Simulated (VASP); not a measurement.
Consider the following.

```
PtTe2
1.0
    4.01356     0.00000     0.00000
   -2.00678     3.47585     0.00000
    0.00000     0.00000    17.26327
Pt Te
1 2
Direct
  0.00000   0.00000   0.50000
  0.33333   0.66667   0.59452
  0.66667   0.33333   0.40548
```

These are PBE GGA, VASP's PBE PAW potentials (set 64) (plane waves; VASP 6.6.1) values and carry that method's errors. Settings: 300 eV cut-off, 8×8×1 Γ-centred mesh, Fermi-Dirac smearing of 0.10 eV, potentials Pt Te.

The cell holds a wide vacuum, so values per volume refer to the whole cell.

Q: What does the run give for the energy per atom (σ→0)?

A: 
| Item | Result |
|---|---|
| energy per atom (σ→0) | -417.8 kJ/mol of atoms |

The absolute energy has meaning only against runs of the same code, potentials and settings.

The cell is a sheet with vacuum, built from a generated structure.
